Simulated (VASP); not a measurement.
ZrAs3:

```xyz
4
Lattice="0.0000 3.6582 3.6582 3.6582 0.0000 3.6582 3.6582 3.6582 0.0000" Properties=species:S:1:pos:R:3 pbc="T T T"
Zr    3.6582    3.6582    3.6582
As    1.8291    1.8291    1.8291
As    5.4873    5.4873    5.4873
As    0.0000    0.0000    0.0000
```

The cell was built by a generator and needn't be a form met in nature.

The cell isn't the ideal one: random cell by space group and Wyckoff sites (Fm-3m, No. 225).

```yaml
Program: VASP 6.6.1
Task: relaxation of cell and atoms
Functional: PBE
Potentials_or_basis: VASP PAW PBE potentials, release 64 (Zr_sv, As)
Cutoff: 600 eV
k_mesh: 4 × 4 × 4
Occupations: gaussian, width 0.1 eV
Spin: no spin polarisation
```

At the start: pressure -13.0 GPa; volume 24.48 Å³/atom.

Q: How do energy, volume and symmetry change on relaxing?

A: Over 3 steps the energy falls by 246.8 meV/atom and the volume is 19.47 Å³/atom (-20.5 %); space group Fm-3m (No. 225, to 0.05 Å).

The path:
```csv
step,energy change (eV),largest force (eV/Å),pressure (GPa),volume (Å³)
1,0.0000,0.0000,-13.01,97.91
2,-0.8647,0.0000,7.87,72.35
3,-0.9871,0.0000,-0.26,77.87
```

Final structure:
```
Zr As
1.0
     0.00000    3.38928    3.38928
     3.38928    0.00000    3.38928
     3.38928    3.38928    0.00000
Zr As
1 3
Direct
  0.50000 0.50000 0.50000
  0.25000 0.25000 0.25000
  0.75000 0.75000 0.75000
  0.00000 0.00000 0.00000
```

Caveat: the k mesh is coarse (spacing up to 0.37 Å⁻¹), so the values aren't converged; the volume moved by over 15 % at a fixed basis, so the end points are rough.
